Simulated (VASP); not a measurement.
All values below come from PBEsol GGA, VASP's PBE PAW potentials (set 64) (plane waves; VASP).

The input files of a VASP run:

**INCAR**
```
LMAXMIX  =  4   # l cut-off of mixed one-centre charges
ALGO  =  Normal   # blocked Davidson
NEDOS  =  601   # DOS grid
ENCUT  =  520   # plane-wave cut-off (eV)
LORBIT  =  11   # lm-projected
LCHARG  =  .True.
PREC  =  Accurate
GGA  =  PS   # PBEsol
LWAVE  =  .False.
EDIFF  =  1E-7   # SCF stop (eV)
ISIF  =  2
NELM  =  100   # most electronic steps
ISMEAR  =  -5
LASPH  =  .True.
LREAL  =  .False.
SYSTEM  =  Sc3VN4
```

POSCAR:
```
Sc3VN4
1.0
 -0.0106038150   4.3602748187   4.3436805259
  4.3602748187  -0.0106038150   4.3436805259
  2.1748355019   2.1748355019   0.0000000000
V N Sc
1 4 3
Cart
 -0.0106038150   4.3602748187   4.3436805259
  2.1748355021   2.1748355021   2.1059377778
  4.4112003442   2.1133061614   4.3436805259
  2.1133061614   4.4112003442   4.3436805259
  4.3496710035   4.3496710035   6.5814232740
  2.1695335943   4.3549729112   6.5155207888
 -0.0053019075   2.1801374093   2.1718402629
  2.1748355019   2.1748355019   4.3436805259
```

KPOINTS:
```
Automatic
0
gamma
7 7 14
0 0 0
```

POTCAR, in this order: V_sv N Sc_sv (PBE.64 set). Program: vasp_std.

What VASP printed:

**OUTCAR**
```
 ion  position               nearest neighbor table
   1  0.000  0.000  0.000-   2 2.11   5 2.11   4 2.12   3 2.12   3 2.12   4 2.12   6 3.08   7 3.08
                             6 3.08   7 3.08   6 3.08   6 3.08   7 3.08   7 3.08   8 3.09   8 3.09
   2  0.242  0.242  0.515-   1 2.11   6 2.18   7 2.18   6 2.18   7 2.18   8 2.24
   3  0.237  0.763  0.500-   1 2.12   1 2.12   6 2.17   7 2.17   8 2.24   8 2.24
   4  0.763  0.237  0.500-   1 2.12   1 2.12   7 2.17   6 2.17   8 2.24   8 2.24
   5  0.758  0.758  0.485-   1 2.11   6 2.18   7 2.18   7 2.18   6 2.18   8 2.24
   6  0.000  0.500  0.000-   4 2.17   3 2.17   5 2.18   2 2.18   2 2.18   5 2.18   1 3.08   8 3.08
                             1 3.08   8 3.08   1 3.08   1 3.08   8 3.08   8 3.08   7 3.09   7 3.09
   7  0.500  0.000  0.000-   3 2.17   4 2.17   5 2.18   2 2.18   2 2.18   5 2.18   1 3.08   8 3.08
                             8 3.08   1 3.08   8 3.08   1 3.08   1 3.08   8 3.08   6 3.09   6 3.09
   8  0.500  0.500  0.000-   3 2.24   4 2.24   3 2.24   4 2.24   2 2.24   5 2.24   7 3.08   6 3.08
                             7 3.08   6 3.08   7 3.08   6 3.08   6 3.08   7 3.08   1 3.09   1 3.09
  LATTYP: Found a base centered orthorhombic cell.
 ALAT       =     6.1813558433
 B/A-ratio  =     1.4054135164
 C/A-ratio  =     0.4975739855
 Subroutine PRICEL returns:
 Original cell was already a primitive cell.
 Subroutine GETGRP returns: Found  8 space group operations
The static configuration has the point symmetry D_2h.
The dynamic configuration has the point symmetry D_2h.
 Subroutine INISYM returns: Found  8 space group operations
 Subroutine IBZKPT returns following result:
 Found    128 irreducible k-points:

 Following reciprocal coordinates:
            Coordinates               Weight
  0.000000  0.000000  0.000000      1.000000
  0.142857 -0.000000  0.000000      4.000000
  0.285714 -0.000000  0.000000      4.000000
  0.428571 -0.000000  0.000000      4.000000
  0.142857  0.142857  0.000000      2.000000
  0.285714  0.142857  0.000000      4.000000
  0.428571  0.142857  0.000000      4.000000
 -0.428571  0.142857  0.000000      4.000000
 -0.285714  0.142857  0.000000      4.000000
 -0.142857  0.142857  0.000000      2.000000
  0.285714  0.285714  0.000000      2.000000
  0.428571  0.285714  0.000000      4.000000
...
```

OSZICAR:
```
       N       E                     dE             d eps       ncg     rms          rms(c)
DAV:   1     0.114305923552E+04    0.11431E+04   -0.31045E+04 10000   0.196E+03
DAV:   2     0.874753902654E+02   -0.10556E+04   -0.10413E+04 11672   0.742E+02
DAV:   3    -0.845533367791E+02   -0.17203E+03   -0.16673E+03 16371   0.291E+02
DAV:   4    -0.982478394663E+02   -0.13695E+02   -0.13561E+02 15896   0.819E+01
DAV:   5    -0.986459069756E+02   -0.39807E+00   -0.39400E+00 15880   0.183E+01    0.408E+01
DAV:   6    -0.912340773547E+02    0.74118E+01   -0.24546E+02 14782   0.801E+01    0.420E+01
DAV:   7    -0.811349601566E+02    0.10099E+02   -0.11580E+02 13117   0.929E+01    0.212E+01
DAV:   8    -0.800940557196E+02    0.10409E+01   -0.36124E+01 14515   0.321E+01    0.133E+01
DAV:   9    -0.784299398766E+02    0.16641E+01   -0.11476E+01 15075   0.217E+01    0.418E+00
DAV:  10    -0.783795242156E+02    0.50416E-01   -0.92612E-01 15861   0.673E+00    0.152E+00
DAV:  11    -0.783659991595E+02    0.13525E-01   -0.11057E-01 12880   0.234E+00    0.626E-01
DAV:  12    -0.783656678211E+02    0.33134E-03   -0.86568E-03 16533   0.749E-01    0.273E-01
DAV:  13    -0.783653100212E+02    0.35780E-03   -0.26016E-03 14752   0.266E-01    0.167E-01
DAV:  14    -0.783652270887E+02    0.82932E-04   -0.82239E-04 12976   0.223E-01    0.578E-02
DAV:  15    -0.783652188229E+02    0.82658E-05   -0.29407E-04 15193   0.116E-01    0.308E-02
DAV:  16    -0.783652156017E+02    0.32212E-05   -0.38885E-05 15297   0.468E-02    0.570E-03
DAV:  17    -0.783652179326E+02   -0.23308E-05   -0.32482E-06 15608   0.145E-02    0.761E-03
DAV:  18    -0.783652158284E+02    0.21042E-05   -0.13584E-06 11305   0.791E-03    0.784E-04
DAV:  19    -0.783652158371E+02   -0.86939E-08   -0.58325E-08  7823   0.265E-03
   1 F= -.78365216E+02 E0= -.78365216E+02  d E =0.000000E+00
```

File OUTCAR:
```
------------------------ aborting loop because EDIFF is reached ----------------------------------------
  FORCE on cell =-STRESS in cart. coord.  units (eV):
  Direction    XX          YY          ZZ          XY          YZ          ZX
  --------------------------------------------------------------------------------------
  Total       -0.0469740     -0.0469740      0.2437907     -0.0694805     -0.0000000     -0.0000000
  in kB       -0.9113497     -0.9113497      4.7298209     -1.3480010     -0.0000000     -0.0000000
  external PRESSURE =       0.9690405 kB  Pullay stress =       0.0000000 kB
  volume of cell :       82.58
      direct lattice vectors                 reciprocal lattice vectors
    -0.010603815  4.360274819  4.343680526    -0.114393476  0.114393476  0.115109755
     4.360274819 -0.010603815  4.343680526     0.114393476 -0.114393476  0.115109755
     2.174835502  2.174835502  0.000000000     0.229902445  0.229902445 -0.230219509
 POSITION                                       TOTAL-FORCE (eV/Angst)
 -----------------------------------------------------------------------------------
      0.00000      0.00000      0.00000         0.000000      0.000000      0.000000
      2.17484      2.17484      2.10594         0.000000      0.000000     -0.006287
      4.41120      2.11331      4.34368         0.020976     -0.020976      0.000000
      2.11331      4.41120      4.34368        -0.020976      0.020976      0.000000
      4.34967      4.34967      6.58142        -0.000000     -0.000000      0.006287
      2.18014     -0.00530      2.17184         0.000000      0.000000      0.000000
     -0.00530      2.18014      2.17184         0.000000      0.000000      0.000000
      2.17484      2.17484      4.34368         0.000000      0.000000     -0.000000
 -----------------------------------------------------------------------------------
    total drift:                                0.000000      0.000000      0.000000
  FREE ENERGIE OF THE ION-ELECTRON SYSTEM (eV)
  ---------------------------------------------------
  free  energy   TOTEN  =       -78.3652158371 eV

  energy  without entropy=      -78.3652158371  energy(sigma->0) =      -78.36521584

 total charge

# of ion       s       p       d       tot
------------------------------------------
    1        2.241   6.265   2.962  11.468
    2        1.244   2.479   0.000   3.723
    3        1.242   2.456   0.000   3.698
    4        1.242   2.456   0.000   3.698
    5        1.244   2.479   0.000   3.723
    6        2.230   6.311   1.298   9.838
    7        2.230   6.311   1.298   9.838
    8        2.208   6.258   1.243   9.709
--------------------------------------------------
tot         13.881  35.012   6.801  55.694
```
(Selected blocks of OUTCAR.)

For a metal the tetrahedron method with Blöchl corrections gives inexact stress and forces.

The structure was generated: Sc3VN4 was put into an ordered model structure (Cmmm), which need not be its known phase. It was relaxed first. The run is not spin-polarised, so no magnetic state was tried.
